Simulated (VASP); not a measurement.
Input:

```xyz
7
Lattice="7.1072 0.0000 0.0000 0.0000 1.4815 4.8745 0.0000 -1.4815 4.8745" Properties=species:S:1:pos:R:3 pbc="T T T"
P      0.0000     0.0000     2.4186
Pd     1.4024     0.0000     8.4742
Pd     5.7048     0.0000     8.4742
Pd     2.2423     0.0000     1.4256
Pd     4.8649     0.0000     1.4256
Pd     0.0000     0.0000     5.4753
Pd     3.5536     0.0000     4.3320
```

Method: PBEsol GGA, VASP's PBE PAW potentials (set 64) (plane waves; VASP). Settings: 400 eV cut-off, 5×12×12 Γ-centred mesh, tetrahedra with Blöchl corrections, potentials P Pd.

The cores are frozen, which limits the accuracy of field gradients.

Task: Give the principal components of the electric field gradient (V/Å²) and the asymmetry η at each nucleus.

Result: 
```csv
atom,Vxx,Vyy,Vzz,η
P1,-14.6,-1.5,16.1,0.81
Pd2,15.0,6.9,-21.9,0.37
Pd3,15.0,6.9,-21.9,0.37
Pd4,-9.7,-5.6,15.3,0.27
Pd5,-9.7,-5.6,15.3,0.27
Pd6,-27.3,-12.0,39.3,0.39
Pd7,-8.5,-5.0,13.5,0.26
```

The structure comes from a computed database's PPd6 entry (Amm2); how it stands against other phases isn't given here. It was relaxed first, which changed the volume by -6 %.
